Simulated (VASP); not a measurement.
An input for Ansatz (written as the equivalent of a VASP run, and not itself run):

Ansatz 0.2 input:
```yaml
crystal:
  lattice:
    - [2.8641590, 0.0000000, 0.0000000]
    - [0.0000000, 2.8641590, 0.0000000]
    - [0.0000000, 0.0000000, 2.8641590]
  atoms:
    - { symbol: Ga, position: [0.5000000, 0.5000000, 0.5000000] }
    - { symbol: Co, position: [0.0000000, 0.0000000, 0.0000000] }
kpoints:
  mp_grid: { grid: [13, 13, 13] }
hamiltonian:
  xc: r2scan
  dispersion: rvv10
  pseudopotentials: { kind: paw }
scf:
  occupations: { method: methfessel_paxton, width: 0.1 }
  max_iter: 100
output: { forces: true, stress: true, eigenvalues: true }
```

Translate this input to VASP (INCAR, KPOINTS, POSCAR, choice of POTCAR).

Several could match; the one computed here: 
**KPOINTS**
```
Automatic mesh
0
Gamma
13 13 13
0 0 0
```

**INCAR**
```
# general
SYSTEM   = CoGa
PREC     = Accurate
ENCUT    = 520   # plane-wave cut-off (eV)
LREAL    = .False.   # projection in real space or not
LASPH    = .True.   # aspherical one-centre terms

# electronic loop
EDIFF    = 1E-7
NELM     = 100
ALGO     = Normal   # blocked Davidson
LMAXMIX  = 4   # l cut-off of mixed one-centre charges
LMIXTAU  = .True.

# smearing
ISMEAR   = 1
SIGMA    = 0.1   # width (eV)

# functional
METAGGA  = R2SCAN
LUSE_VDW = .True.
BPARAM   = 11.95
CPARAM   = 0.0093

# ions
ISIF     = 2

# output
LWAVE    = .False.
LCHARG   = .False.
```

### POSCAR
```
CoGa
2.8641590
  1.0000000038   0.0000000000   0.0000000000
  0.0000000000   1.0000000038   0.0000000000
  0.0000000000   0.0000000000   1.0000000038
Ga Co
1 1
Cartesian
  0.5000000019   0.5000000019   0.5000000019
  0.0000000000   0.0000000000   0.0000000000
```

POTCAR, in this order: Ga_d Co (PBE.64 set). Program: vasp_std.

Limits of the translation: each code has its own PAW files, so the cut-off isn't converted (ENCUT is set for VASP's; basis.ecutwfc is left out, and Ansatz then takes the one that its files recommend); Ansatz stops its SCF on the density residual and VASP on the energy change (EDIFF).

The compound is CoGa in the CsCl type structure. This cell is one point of a volume scan, at 1.03 of the reference volume.
